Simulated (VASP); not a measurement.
An input for Ansatz (written as the equivalent of a VASP run, and not itself run):

Ansatz 0.2 input:
```yaml
crystal:
  lattice:
    - [1.8107626, -3.1363327, 0.0000000]
    - [1.8107626, 3.1363327, 0.0000000]
    - [0.0000000, 0.0000000, 5.9901335]
  atoms:
    - { symbol: Zn, position: [0.6666670, 0.3333330, 0.5017836] }
    - { symbol: Zn, position: [0.3333330, 0.6666670, 0.0017836] }
    - { symbol: S, position: [0.6666670, 0.3333330, 0.8732164] }
    - { symbol: S, position: [0.3333330, 0.6666670, 0.3732164] }
kpoints:
  mp_grid: { grid: [6, 6, 4] }
hamiltonian:
  xc: r2scan
  pseudopotentials: { kind: paw }
scf:
  occupations: { method: gaussian, width: 0.05 }
  max_iter: 100
relax:
  max_steps: 40
  f_tol: 0.01
  cell: { p_target: 15 }
output: { forces: true, stress: true, eigenvalues: true }
```

Write the VASP files for the same calculation (r2SCAN).

This is not unique; one that fits is 
KPOINTS:
```
Automatic
0
gamma
  6 6 4
0 0 0
```

**INCAR**
```
SYSTEM=ZnS
PREC=Accurate; ENCUT=480; LREAL=F
LASPH=T
EDIFF=1E-7; NELM=100; ALGO=Normal
LMAXMIX=4; LMIXTAU=T
ISMEAR=0; SIGMA=0.05
METAGGA=R2SCAN
IBRION=2; NSW=40; ISIF=3
EDIFFG=-0.01; PSTRESS=150
LWAVE=F; LCHARG=F
```

File POSCAR:
```
ZnS
1.0
  1.8107625507  -3.1363326703   0.0000000000
  1.8107625507   3.1363326703   0.0000000000
  0.0000000000   0.0000000000   5.9901335331
Zn S
2 2
direct
  0.6666670000   0.3333330000   0.5017835572
  0.3333330000   0.6666670000   0.0017835572
  0.6666670000   0.3333330000   0.8732164428
  0.3333330000   0.6666670000   0.3732164428
```

POTCAR, in this order: Zn S (PBE.64 set). Program: vasp_std.

Limits of the translation: each code has its own PAW files, so the cut-off isn't converted (ENCUT is set for VASP's; basis.ecutwfc is left out, and Ansatz then takes the one that its files recommend); Ansatz stops its SCF on the density residual and VASP on the energy change (EDIFF).

The compound is ZnS in the wurtzite structure, the high-temperature form. It was relaxed first under an external pressure of 15 GPa.
